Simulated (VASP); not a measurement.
Given:

```xyz
72
Lattice="4.6410 -8.0384 0.0000 4.6410 8.0384 0.0000 0.0000 0.0000 10.1277" Properties=species:S:1:pos:R:3 pbc="T T T"
Si     4.6410    -8.0384     0.0039
Si     0.0000     0.0000     5.0677
Si     1.5470    -0.8932     7.6032
Si     1.5470     0.8932     2.5393
Si     6.1880    -5.3589     0.0039
Si     1.5470     2.6795     5.0677
Si     3.0940     1.7863     7.6032
Si     3.0940     3.5726     2.5393
Si     7.7350    -2.6795     0.0039
Si     3.0940     5.3589     5.0677
Si     4.6410     4.4658     7.6032
Si     4.6410     6.2521     2.5393
Si     1.5470    -2.6795     0.0039
Si     6.1880     5.3589     5.0677
Si     3.0940    -3.5726     7.6032
Si     3.0940    -1.7863     2.5393
Si     3.0940     0.0000     0.0039
Si     3.0940     0.0000     5.0677
Si     4.6410    -0.8932     7.6032
Si     4.6410     0.8932     2.5393
Si     4.6410     2.6795     0.0039
Si     4.6410     2.6795     5.0677
Si     6.1880     1.7863     7.6032
Si     6.1880     3.5726     2.5393
Si     3.0940    -5.3589     0.0039
Si     7.7350     2.6795     5.0677
Si     4.6410    -6.2521     7.6032
Si     4.6410    -4.4658     2.5393
Si     4.6410    -2.6795     0.0039
Si     4.6410    -2.6795     5.0677
Si     6.1880    -3.5726     7.6032
Si     6.1880    -1.7863     2.5393
Si     6.1880     0.0000     0.0039
Si     6.1880     0.0000     5.0677
Si     7.7350    -0.8932     7.6032
Si     7.7350     0.8932     2.5393
C      0.0000     0.0000     8.2328
C      4.6410     8.0384     3.1689
C      1.5470    -0.8932     5.6879
C      1.5470     0.8932     0.6241
C      1.5470     2.6795     8.2328
C      1.5470     2.6795     3.1689
C      3.0940     1.7863     5.6879
C      3.0940     3.5726     0.6241
C      3.0940     5.3589     8.2328
C      3.0940     5.3589     3.1689
C      4.6410     4.4658     5.6879
C      4.6410     6.2521     0.6241
C      1.5470    -2.6795     8.2328
C      6.1880     5.3589     3.1689
C      3.0940    -3.5726     5.6879
C      3.0940    -1.7863     0.6241
C      3.0940     0.0000     8.2328
C      3.0940     0.0000     3.1689
C      4.6410    -0.8932     5.6879
C      4.6410     0.8932     0.6241
C      4.6410     2.6795     8.2328
C      4.6410     2.6795     3.1689
C      6.1880     1.7863     5.6879
C      6.1880     3.5726     0.6241
C      3.0940    -5.3589     8.2328
C      3.0940    -5.3589     3.1689
C      4.6410    -6.2521     5.6879
C      4.6410    -4.4658     0.6241
C      4.6410    -2.6795     8.2328
C      4.6410    -2.6795     3.1689
C      6.1880    -3.5726     5.6879
C      6.1880    -1.7863     0.6241
C      6.1880     0.0000     8.2328
C      6.1880     0.0000     3.1689
C      7.7350    -0.8932     5.6879
C      7.7350     0.8932     0.6241
```

Method: PBE GGA, VASP's PBE PAW potentials (set 64) (plane waves; VASP). Settings: PREC = Normal, LREAL = Auto, 400 eV cut-off, 1×1×1 Γ-centred mesh, Gaussian smearing of 0.050 eV, potentials Si C.

At this cut-off the stress carries a Pulay error, which pulls relaxed volumes low. The supercell is sampled at Γ alone, which is coarse: total energies, pressure and levels can be off, energies of defects by several tenths of an eV.

**Question.** Give the stress tensor in GPa (positive for a compressed cell).

**Answer.** 
```
 0.76   0.00   0.00
 0.00   0.76   0.00
 0.00   0.00  -3.21
```
The pressure is its mean diagonal, -0.56 GPa.

The cell is a supercell, built from SiC (4h).
